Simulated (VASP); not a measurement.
Output of a VASP run:

**OSZICAR**
```
       N       E                     dE             d eps       ncg     rms          rms(c)
DAV:   1     0.459874639943E+03    0.45987E+03   -0.24154E+04  3360   0.180E+03
DAV:   2    -0.217886657026E+02   -0.48166E+03   -0.47766E+03  4232   0.495E+02
DAV:   3    -0.503761418347E+02   -0.28587E+02   -0.28460E+02  3600   0.128E+02
DAV:   4    -0.512369858293E+02   -0.86084E+00   -0.86014E+00  5784   0.200E+01
DAV:   5    -0.512474926302E+02   -0.10507E-01   -0.10434E-01  4136   0.164E+00    0.415E+01
DAV:   6    -0.429104967011E+02    0.83370E+01   -0.90129E+01  4640   0.747E+01    0.189E+01
DAV:   7    -0.420123760187E+02    0.89812E+00   -0.28236E+01  3904   0.483E+01    0.184E+01
DAV:   8    -0.413800440866E+02    0.63233E+00   -0.39370E+00  3696   0.187E+01    0.239E+00
DAV:   9    -0.413951547458E+02   -0.15111E-01   -0.17658E-01  4648   0.260E+00    0.149E+00
DAV:  10    -0.413862369966E+02    0.89177E-02   -0.95349E-02  3664   0.306E+00    0.388E-01
DAV:  11    -0.413847673905E+02    0.14696E-02   -0.89574E-03  3720   0.811E-01    0.132E-01
DAV:  12    -0.413848327351E+02   -0.65345E-04   -0.47267E-04  4344   0.151E-01    0.814E-02
DAV:  13    -0.413848249754E+02    0.77598E-05   -0.87829E-05  4632   0.640E-02    0.437E-02
DAV:  14    -0.413848222687E+02    0.27067E-05   -0.43465E-05  4176   0.542E-02    0.139E-02
DAV:  15    -0.413848218004E+02    0.46826E-06   -0.18503E-06  4392   0.989E-03    0.769E-03
DAV:  16    -0.413848214604E+02    0.34001E-06   -0.13461E-06  3936   0.904E-03    0.311E-03
DAV:  17    -0.413848214699E+02   -0.94487E-08   -0.49139E-08  1816   0.165E-03
   1 F= -.41384821E+02 E0= -.41384821E+02  d E =0.000000E+00  mag=    -0.0003
```

OUTCAR:
```
------------------------ aborting loop because EDIFF is reached ----------------------------------------
  FORCE on cell =-STRESS in cart. coord.  units (eV):
  Direction    XX          YY          ZZ          XY          YZ          ZX
  --------------------------------------------------------------------------------------
  Total        0.0383972      0.0383972      0.0383972      0.0000000     -0.0000000      0.0000000
  in kB        1.1083276      1.1083276      1.1083276      0.0000000     -0.0000000      0.0000000
  external PRESSURE =       1.1083276 kB  Pullay stress =       0.0000000 kB
  volume of cell :       55.51
      direct lattice vectors                 reciprocal lattice vectors
     3.814586414  0.000000000  0.000000000     0.262151618  0.000000000  0.000000000
     0.000000000  3.814586414  0.000000000     0.000000000  0.262151618  0.000000000
     0.000000000  0.000000000  3.814586414     0.000000000  0.000000000  0.262151618
 POSITION                                       TOTAL-FORCE (eV/Angst)
 -----------------------------------------------------------------------------------
      0.00000      0.00000      0.00000         0.000000      0.000000      0.000000
      1.90729      1.90729      1.90729         0.000000      0.000000      0.000000
      1.90729      0.00000      1.90729         0.000000      0.000000      0.000000
      0.00000      1.90729      1.90729         0.000000      0.000000      0.000000
      1.90729      1.90729      0.00000         0.000000      0.000000      0.000000
 -----------------------------------------------------------------------------------
    total drift:                                0.000000      0.000000      0.000000
  FREE ENERGIE OF THE ION-ELECTRON SYSTEM (eV)
  ---------------------------------------------------
  free  energy   TOTEN  =       -41.3848214699 eV

  energy  without entropy=      -41.3848214699  energy(sigma->0) =      -41.38482147

 total charge

# of ion       s       p       d       tot
------------------------------------------
    1        1.999   5.771   0.233   8.002
    2        2.297   6.373   2.999  11.669
    3        1.560   3.472   0.000   5.032
    4        1.560   3.472   0.000   5.032
    5        1.560   3.472   0.000   5.032
--------------------------------------------------
tot          8.976  22.558   3.232  34.766

 magnetization (x)

# of ion       s       p       d       tot
------------------------------------------
    1       -0.000   0.000  -0.000  -0.000
    2       -0.000  -0.000  -0.000  -0.000
    3        0.000   0.000   0.000   0.000
    4        0.000   0.000   0.000   0.000
    5        0.000   0.000   0.000   0.000
--------------------------------------------------
tot         -0.000   0.000  -0.000  -0.000
```
(Selected blocks of OUTCAR.)

**POSCAR**
```
SrVO3
1
    3.8145864142     0.0000000000     0.0000000000
    0.0000000000     3.8145864142     0.0000000000
   -0.0000000000    -0.0000000000     3.8145864142
Sr V O
1 1 3
Direct
  0.0000000000   0.0000000000   0.0000000000
  0.5000000000   0.5000000000   0.5000000000
  0.5000000000   0.0000000000   0.5000000000
  0.0000000000   0.5000000000   0.5000000000
  0.5000000000   0.5000000000   0.0000000000
```

Question: Reconstruct the remaining input files.

Answer: This is not unique; one that fits is the input of the run itself, PBEsol GGA, plane waves, VASP's PBE PAW potentials (set 64).

File KPOINTS:
```
Automatic mesh
0
Gamma
9 9 9
0 0 0
```

### INCAR
```
SYSTEM = SrVO3
PREC = Accurate; ENCUT = 520; LREAL = .FALSE.
LASPH = .TRUE.
EDIFF = 1E-7; NELM = 100; ALGO = Normal
LMAXMIX = 4
ISMEAR = -5
GGA = PS
MAGMOM = -0.0 -0.1 3*0.0
ISPIN = 2
ISIF = 2
LWAVE = .FALSE.; LCHARG = .TRUE.; LORBIT = 11
NEDOS = 601
```

POTCAR, in this order: Sr_sv V_sv O (PBE.64 set). Program: vasp_std.

For a metal the tetrahedron method with Blöchl corrections gives inexact stress and forces.

The structure comes from a measured SrVO3 entry (Pm-3m) of the Crystallography Open Database, whose conditions weren't checked. It was relaxed first.
